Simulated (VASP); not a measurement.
Method: PBE GGA, VASP's PBE PAW potentials (set 64) (plane waves; VASP).

VASP ran on this input.

### KPOINTS_OPT
```
k-points along high-symmetry lines
10
Line-mode
Reciprocal
  0.000000   0.000000   0.000000 ! GAMMA
  0.500000   0.000000   0.500000 ! X

  0.500000   0.000000   0.500000 ! X
  0.625000   0.250000   0.625000 ! U

  0.375000   0.375000   0.750000 ! K
  0.000000   0.000000   0.000000 ! GAMMA

  0.000000   0.000000   0.000000 ! GAMMA
  0.500000   0.500000   0.500000 ! L

  0.500000   0.500000   0.500000 ! L
  0.500000   0.250000   0.750000 ! W

  0.500000   0.250000   0.750000 ! W
  0.500000   0.000000   0.500000 ! X
```

INCAR:
```
! general
SYSTEM  = Tc3Ag
PREC    = Accurate
ENCUT   = 300
LREAL   = F
LASPH   = T

! electronic loop
EDIFF   = 1E-6
NELM    = 100
ALGO    = Normal
LMAXMIX = 4

! smearing
ISMEAR  = -1
SIGMA   = 0.1

! functional
GGA     = PE

! ions
ISIF    = 2

! output
LWAVE   = F
LCHARG  = F
```

POSCAR:
```
Tc3Ag
1
    0.0000000000     3.3782460000     3.3782460000
    3.3782460000     0.0000000000     3.3782460000
    3.3782460000     3.3782460000     0.0000000000
Ag Tc
1 3
Direct
  0.0000000000   0.0000000000   0.0000000000
  0.5000000000   0.5000000000   0.5000000000
  0.2500000000   0.2500000000   0.2500000000
  0.7500000000   0.7500000000   0.7500000000
```

**KPOINTS**
```
Automatic mesh
0
Gamma
7 7 7
0 0 0
```

POTCAR, in this order: Ag Tc_pv (PBE.64 set). Program: vasp_std.

At this cut-off the stress carries a Pulay error, which pulls relaxed volumes low.

Estimate the energy per atom (σ→0), pressure, band gap (over mesh and band path).

```
Item                                                                  Result
----------------------------------  ----------------------------------------
energy per atom (σ→0)                                         -7.343 eV/atom
band gap (over mesh and band path)  none (metal, semimetal or under 0.01 eV)
pressure                                                          -32.07 GPa
```

File OSZICAR:
```
...
DAV:  11    -0.294722517394E+02    0.28455E-03   -0.27778E-03  1456   0.399E-01    0.937E-02
DAV:  12    -0.294722712054E+02   -0.19466E-04   -0.26113E-04  1362   0.971E-02    0.245E-02
DAV:  13    -0.294722673877E+02    0.38177E-05   -0.63595E-05  1362   0.698E-02    0.496E-03
DAV:  14    -0.294722667943E+02    0.59341E-06   -0.36864E-06  1020   0.110E-02
   1 F= -.29472267E+02 E0= -.29370872E+02  d E =-.202791E+00
       N       E                     dE             ncg
       N       E                     dE             ncg
       N       E                     dE             ncg
```

The structure was generated: Tc3Ag was put into an ordered model structure, which need not be its known phase. The cell was not relaxed at this level.
